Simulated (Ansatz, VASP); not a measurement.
# H82C8I2N2O29 in two plane-wave programs, part 2 of 2

Aim: how closely do two programs agree when they are given the same cell, functional and k mesh? Of the first pair: The structure shown is the start of the Ansatz relaxation below; VASP solves that cell, so the two are compared at the walk's first step.

VASP 6.6.1 and Ansatz 0.2.0.

So far. Step 3 (VASP: single point, PBE with D3(BJ), start cell, pair 1): The run ends at a pressure of -1.05 GPa, with forces up to 2.9 eV/Å.

### 5. Ansatz: relaxation, PBE with D3(BJ)

Level of this step: Ansatz beside VASP: Kohn-Sham DFT, plane waves, PBE with D3(BJ) (Ansatz).

This run makes the geometry at which the two programs are then compared. The cell compared in this pair holds 1236.85 Å³, against 1285.79 Å³ for the pair before.

The structure compared here is the end of the Ansatz relaxation.

File input.yaml:

```yaml
crystal:
  lattice:
    - [10.87401, 0.0, 0.0]
    - [0.0, 10.87401, 0.0]
    - [0.0, 0.0, 10.87401]
  atoms:
    - { symbol: C, position: [0.99434, 0.8213, 0.16681] }
    - { symbol: "N", position: [0.85754, 0.80718, 0.17036] }
    - { symbol: C, position: [0.81305, 0.69137, 0.11778] }
    - { symbol: C, position: [0.78849, 0.91133, 0.10737] }
    - { symbol: C, position: [0.82636, 0.80396, 0.30233] }
    - { symbol: H, position: [0.02566, 0.80569, 0.06837] }
    - { symbol: H, position: [0.02311, 0.75576, 0.22975] }
    - { symbol: H, position: [0.02024, 0.90748, 0.20433] }
    - { symbol: H, position: [0.83082, 0.61543, 0.17921] }
    - { symbol: H, position: [0.71208, 0.69359, 0.10001] }
    - { symbol: H, position: [0.86486, 0.67572, 0.03067] }
    - { symbol: H, position: [0.80334, 0.90153, 0.00947] }
    - { symbol: H, position: [0.68766, 0.91719, 0.13408] }
    - { symbol: H, position: [0.83581, 0.99614, 0.13849] }
    - { symbol: H, position: [0.73444, 0.8156, 0.3226] }
    - { symbol: H, position: [0.86221, 0.71446, 0.33934] }
    - { symbol: H, position: [0.86942, 0.88447, 0.34611] }
    - { symbol: C, position: [0.191, 0.18556, 0.77213] }
    - { symbol: "N", position: [0.1559, 0.2322, 0.64776] }
    - { symbol: C, position: [0.0302, 0.19914, 0.63022] }
    - { symbol: C, position: [0.22819, 0.18022, 0.55205] }
    - { symbol: C, position: [0.17378, 0.37073, 0.64535] }
    - { symbol: H, position: [0.1979, 0.08649, 0.76731] }
    - { symbol: H, position: [0.13035, 0.21672, 0.84227] }
    - { symbol: H, position: [0.28257, 0.21702, 0.79377] }
    - { symbol: H, position: [0.97691, 0.236, 0.70915] }
    - { symbol: H, position: [0.00257, 0.24529, 0.54733] }
    - { symbol: H, position: [0.02086, 0.10198, 0.64451] }
    - { symbol: H, position: [0.32193, 0.20748, 0.55512] }
    - { symbol: H, position: [0.22555, 0.07847, 0.57102] }
    - { symbol: H, position: [0.19192, 0.21202, 0.46431] }
    - { symbol: H, position: [0.12796, 0.39598, 0.73334] }
    - { symbol: H, position: [0.27489, 0.38277, 0.65244] }
    - { symbol: H, position: [0.12558, 0.40678, 0.56107] }
    - { symbol: O, position: [0.28624, 0.67885, 0.13389] }
    - { symbol: H, position: [0.30832, 0.60481, 0.18377] }
    - { symbol: H, position: [0.29355, 0.75424, 0.18604] }
    - { symbol: O, position: [0.99992, 0.07845, 0.02497] }
    - { symbol: H, position: [0.01376, 0.01594, 0.95896] }
    - { symbol: H, position: [0.91416, 0.11109, 0.01879] }
    - { symbol: O, position: [0.58928, 0.88373, 0.88533] }
    - { symbol: H, position: [0.64851, 0.90383, 0.81792] }
    - { symbol: H, position: [0.53055, 0.95363, 0.89639] }
    - { symbol: O, position: [0.13471, 0.44399, 0.34326] }
[... 2 lines left out ...]
    - { symbol: O, position: [0.02762, 0.49016, 0.04183] }
[... 2 lines left out ...]
    - { symbol: O, position: [0.45871, 0.20109, 0.26906] }
[... 2 lines left out ...]
    - { symbol: O, position: [0.2745, 0.5129, 0.96471] }
[... 2 lines left out ...]
    - { symbol: O, position: [0.90297, 0.35302, 0.20915] }
[... 2 lines left out ...]
    - { symbol: O, position: [0.09356, 0.18843, 0.23094] }
[... 2 lines left out ...]
    - { symbol: O, position: [0.9023, 0.36026, 0.88813] }
[... 2 lines left out ...]
    - { symbol: O, position: [0.38722, 0.04761, 0.94959] }
[... 2 lines left out ...]
    - { symbol: O, position: [0.41878, 0.90019, 0.65078] }
[... 2 lines left out ...]
    - { symbol: O, position: [0.28412, 0.82897, 0.93574] }
[... 2 lines left out ...]
    - { symbol: O, position: [0.74138, 0.43641, 0.6734] }
[... 2 lines left out ...]
    - { symbol: O, position: [0.55711, 0.28949, 0.7753] }
[... 2 lines left out ...]
    - { symbol: O, position: [0.03802, 0.90714, 0.84579] }
[... 2 lines left out ...]
    - { symbol: O, position: [0.76249, 0.20428, 0.03266] }
[... 2 lines left out ...]
    - { symbol: O, position: [0.99399, 0.59435, 0.48834] }
[... 2 lines left out ...]
    - { symbol: O, position: [0.22854, 0.64436, 0.75107] }
[... 2 lines left out ...]
    - { symbol: O, position: [0.81684, 0.4052, 0.44846] }
[... 2 lines left out ...]
    - { symbol: O, position: [0.60395, 0.63219, 0.5383] }
[... 2 lines left out ...]
    - { symbol: O, position: [0.67572, 0.2036, 0.43927] }
[... 2 lines left out ...]
    - { symbol: O, position: [0.54672, 0.64094, 0.87917] }
[... 2 lines left out ...]
    - { symbol: O, position: [0.60221, 0.45584, 0.0903] }
[... 2 lines left out ...]
    - { symbol: O, position: [0.35412, 0.53807, 0.33309] }
[... 2 lines left out ...]
    - { symbol: O, position: [0.98979, 0.6798, 0.7283] }
    - { symbol: H, position: [0.98063, 0.66674, 0.63773] }
    - { symbol: H, position: [0.9067, 0.68067, 0.7677] }
    - { symbol: O, position: [0.59695, 0.49293, 0.33677] }
    - { symbol: H, position: [0.61903, 0.47087, 0.25027] }
    - { symbol: H, position: [0.63188, 0.43023, 0.39426] }
    - { symbol: O, position: [0.35147, 0.69404, 0.54814] }
    - { symbol: H, position: [0.35848, 0.78505, 0.55934] }
    - { symbol: H, position: [0.43267, 0.65464, 0.56578] }
    - { symbol: O, position: [0.41446, 0.30793, 0.02828] }
    - { symbol: H, position: [0.36883, 0.3813, 0.99677] }
    - { symbol: H, position: [0.42317, 0.24598, 0.96087] }
    - { symbol: I, position: [0.29453, 0.94078, 0.29719] }
    - { symbol: I, position: [0.74673, 0.94892, 0.61055] }
kpoints:
  mp_grid: { grid: [1, 1, 1] }
hamiltonian:
  xc: pbe
  dispersion: d3bj
scf:
  occupations: { method: fixed }
output:
  forces: true
relax:
  f_tol: 0.05
  max_steps: 200
  cell: {}
```

The run is started by

```console
$ ansatz run input.yaml --threads 4 --pin off --max-ram 8192MiB --backend cpu --events-out ev --progress --plain --runs-dir out
```

Numbers of over 12 decimals in the logs are rounded to 6 here.

What it wrote:

```text
[...]
Crystal: 123 atoms, lattice volume = 1285.787 Å³
Basis set: ecut = 420 eV, 25269 PW (Γ), exchange–correlation on 150×150×150 points (8 copies of the dense FFT grid, shifted against one another)
Bands: 289, of which v1, the nominal top of the filled ones, is band 166 counted from 1 (165 counted from 0)
Symmetry: 1 space group operations
[...]
k-points: 1
[...]
- { symbol: O, position: [0.996555, 0.617839, 0.690489] }
[...]
- { symbol: O, position: [0.609522, 0.554192, 0.329853] }
[...]
- { symbol: O, position: [0.356199, 0.669103, 0.566429] }
    - { symbol: H, position: [0.344562, 0.759390, 0.590556] }
    - { symbol: H, position: [0.446482, 0.660470, 0.574047] }
    - { symbol: O, position: [0.431800, 0.344650, 0.057989] }
    - { symbol: H, position: [0.352171, 0.382499, 1.033864] }
    - { symbol: H, position: [0.459848, 0.295945, 0.982613] }
    - { symbol: I, position: [0.279058, 0.977475, 0.300380] }
    - { symbol: I, position: [0.668244, 0.975761, 0.653731] }
```

### 6. VASP: single point, PBE with D3(BJ), relaxed cell, pair 2

The same cell, functional and mesh now go to VASP, with its own data sets.

File INCAR:

```
SYSTEM = H82C8I2N2O29
PREC = Accurate
ENCUT = 600
EDIFF = 1E-06
NELM = 120
ISMEAR = 0
SIGMA = 0.01
LREAL = Auto
ALGO = Normal
GGA = PE
IVDW = 12
NBANDS = 256
LORBIT = 11
LWAVE = .FALSE.
LCHARG = .FALSE.
ISIF = 2
LASPH = .TRUE.
GGA_COMPAT = .FALSE.
EFERMI = MIDGAP
NCORE = 4
```

File POSCAR:

```
H82C8I2N2O29
1.0
   11.0244180000      0.0857220000     -0.2066770000
    0.0857220000     10.7142990000     -0.2379630000
   -0.2066770000     -0.2379630000     10.4809840000
C N H O I
8 2 82 29 2
Direct
    0.0036300000      0.7631500000      0.2167000000
    0.7919500000      0.7363300000      0.1457000000
    0.8776100000      0.9453900000      0.1641800000
    0.8412500000      0.8327500000      0.3570900000
    0.2423600000      0.2020100000      0.7853300000
    0.1345400000      0.0893100000      0.6084900000
    0.2979400000      0.2341300000      0.5661300000
    0.1033300000      0.3138600000      0.6415600000
    0.8784600000      0.8197200000      0.2212400000
    0.1947200000      0.2096800000      0.6501200000
    0.0260800000      0.7488900000      0.1164600000
    0.0032300000      0.6741000000      0.2636600000
    0.0672000000      0.8278200000      0.2665700000
    0.7954400000      0.6442400000      0.1860800000
    0.7009100000      0.7777000000      0.1497100000
    0.8208700000      0.7290000000      0.0471100000
    0.9095700000      0.9332500000      0.0669800000
    0.7846900000      0.9829300000      0.1617000000
    0.9390900000      0.0063300000      0.2217000000
    0.7492800000      0.8724500000      0.3596400000
    0.8452800000      0.7403700000      0.3975300000
    0.9045400000      0.8951000000      0.4104100000
    0.3095400000      0.1261800000      0.7896700000
    0.1665800000      0.1829600000      0.8454300000
    0.2844100000      0.2911000000      0.8139700000
    0.0596600000      0.0760600000      0.6719100000
    0.1020900000      0.0962600000      0.5091300000
    0.2017900000      0.0136000000      0.6159900000
    0.3434000000      0.3189400000      0.6035900000
    0.3606000000      0.1539900000      0.5679700000
[... 87 atom lines left out ...]
    0.9965500000      0.6178400000      0.6904900000
    0.6095200000      0.5541900000      0.3298500000
    0.3562000000      0.6691000000      0.5664300000
    0.4318000000      0.3446500000      0.0579900000
    0.2790600000      0.9774700000      0.3003800000
    0.6682400000      0.9757600000      0.6537300000
```

File KPOINTS:

```
Automatic mesh
0
Gamma
1 1 1
0 0 0
```

Potentials, in the order of the species: C, N, H, O and I (PBE family, release 64).

The run is started by

```console
$ mpirun -np 16 vasp_gam
```

What it wrote:

```text
[... set-up lines as in an earlier step ...]
 entering main loop
       N       E                     dE             d eps       ncg     rms          rms(c)
DAV:   1     0.257118401183E+04    0.25712E+04   -0.17594E+05   528   0.126E+03
DAV:   2    -0.352898962346E+03   -0.29241E+04   -0.27555E+04   648   0.292E+02
DAV:   3    -0.657182147366E+03   -0.30428E+03   -0.30174E+03   648   0.951E+01
DAV:   4    -0.663052260624E+03   -0.58701E+01   -0.58525E+01   656   0.147E+01
[...]
DAV:  17    -0.609344429785E+03    0.53805E-05   -0.47912E-05   656   0.183E-02    0.131E-02
DAV:  18    -0.609344426799E+03    0.29857E-05   -0.12763E-05   616   0.939E-03    0.413E-03
DAV:  19    -0.609344426258E+03    0.54042E-06   -0.32766E-06   608   0.562E-03
   1 F= -.61446799E+03 E0= -.61446799E+03  d E =0.000000E+00
```

From OUTCAR (step 6):

```text
  FREE ENERGIE OF THE ION-ELECTRON SYSTEM (eV)
  ---------------------------------------------------
  free  energy   TOTEN  =      -614.4679929242 eV

  energy  without entropy=     -614.4679929242  energy(sigma->0) =     -614.46799292
```

The run ends at a pressure of -0.08 GPa, with forces up to 0.12 eV/Å.

### 7. Comparison

What differs besides the data sets and the points named for the pairs above, as far as they apply: the data sets hold 332 valence electrons in Ansatz (on its default PAW (the set named soft_2) files) and 312 in VASP; the cutoff is 420 eV in Ansatz and 600 eV in VASP (PREC = Accurate, projectors in real space). Total energies have different zeros and are not compared.

Both answers:

```csv
quantity,Ansatz,VASP,difference
pressure (GPa),0.00,-0.08,+0.08
gap on the k mesh (eV),4.087,4.093,-0.007
```

Forces on 7 of the 123 atoms, those with the largest forces and the largest differences (eV/Å; atoms numbered as in POSCAR):

```csv
atom,"Ansatz x, y, z","VASP x, y, z"
H39,"0.003, 0.002, -0.004","0.070, 0.027, -0.082"
H41,"0.000, -0.008, -0.004","-0.044, -0.076, -0.077"
H48,"0.001, 0.001, 0.002","0.009, 0.006, -0.108"
H56,"-0.008, -0.006, 0.013","-0.055, -0.082, -0.061"
H65,"-0.003, -0.003, -0.008","-0.058, -0.061, -0.081"
H80,"-0.007, -0.002, 0.003","0.048, -0.049, -0.095"
H86,"0.003, 0.002, 0.006","-0.049, -0.058, 0.078"
```

The forces differ by 44 meV/Å r.m.s., where the r.m.s. force is 0.006 eV/Å in Ansatz and 0.043 eV/Å in VASP: the atoms lie near their places of rest in Ansatz, so a percentage would say little (all taken over all components). A gap on the mesh is an upper bound, since the band edges may lie between its points.

### 8. Outcome

| Quantity | Value |
| --- | --- |
| r.m.s. force difference (single point, PBE with D3(BJ), start cell, pair 1) | 6.0 % of the r.m.s. force |
| r.m.s. force difference (single point, PBE with D3(BJ), relaxed cell, pair 2) | 44 meV/Å |

In words: The r.m.s. force difference is 44 meV/Å (single point, PBE with D3(BJ), relaxed cell, pair 2), beyond the 12 meV/Å picked in this series as the mark of a large difference. The data sets hold unlike numbers of valence electrons (332 in Ansatz and 312 in VASP), so part of the differences comes from the potentials. What causes the difference of the single point, PBE with D3(BJ), start cell, pair 1 pair stays open here. What causes the difference of the single point, PBE with D3(BJ), relaxed cell, pair 2 pair stays open here. How closely two codes agree says nothing of how well the functional describes the real material.

[Lines on the potential files, build, host, timing and source positions are cut from VASP's logs without a mark.]

[Logs are printed without paths, hosts, clocks, repeated set-up lines and the standing remarks that a program may print on its own settings, such as how far it seeks lower states.]

[Hosts, paths, dates, database ids (printed as entryN), source tags and the programs' standing remarks are cut or masked in the printed files.]
